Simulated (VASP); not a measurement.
Level of theory: AM05 GGA, VASP's PBE PAW potentials (set 64) (plane waves; VASP).

Input for VASP

### INCAR
```
NELM = 100   # most electronic steps
ENCUT = 520   # plane-wave cut-off (eV)
EDIFF = 1E-7   # SCF stop (eV)
ISMEAR = -5
ISIF = 2
LREAL = F   # projection in real space or not
NEDOS = 601   # DOS grid
LORBIT = 11   # lm-projected
ALGO = Normal
LMAXMIX = 4   # l cut-off of mixed one-centre charges
PREC = Accurate
SYSTEM = Zn
LCHARG = T
LWAVE = F
GGA = AM   # AM05
LASPH = T
```

File KPOINTS:
```
K-points
0
G
  18 18 9
```

File POSCAR:
```
Zn
1
    1.3227781125    -2.2911193162     0.0000000000
    1.3227781125     2.2911193162    -0.0000000000
    0.0000000000     0.0000000000     4.6414605859
Zn
2
Direct
  0.3333330000   0.6666670000   0.2500000000
  0.6666670000   0.3333330000   0.7500000000
```

POTCAR, in this order: Zn (PBE.64 set). Program: vasp_std.

### Question
Estimate the energy per atom (σ→0), band gap (on the k-mesh).

### Answer

```json
{
 "energy per atom (σ→0)": "-1.374 eV/atom",
 "band gap (on the k-mesh)": "none (metal, semimetal or under 0.01 eV)"
}
```

### OSZICAR
```
...
DAV:   7    -0.275402726502E+01    0.14113E-01   -0.43425E-02  7544   0.399E+00    0.180E+00
DAV:   8    -0.274714342216E+01    0.68838E-02   -0.20677E-03  8224   0.774E-01    0.498E-02
DAV:   9    -0.274711749650E+01    0.25926E-04   -0.25437E-04  8544   0.259E-01    0.319E-02
DAV:  10    -0.274711731870E+01    0.17779E-06   -0.21959E-05  6552   0.512E-02    0.332E-03
DAV:  11    -0.274711704074E+01    0.27797E-06   -0.23551E-07  6048   0.953E-03    0.218E-03
DAV:  12    -0.274711676587E+01    0.27487E-06   -0.64627E-08  3816   0.565E-03    0.131E-04
DAV:  13    -0.274711675264E+01    0.13223E-07   -0.10654E-08  3592   0.105E-03
   1 F= -.27471168E+01 E0= -.27471168E+01  d E =0.000000E+00
```

The compound is Zn in the hcp structure. It was relaxed first, which changed the volume by -7 %.
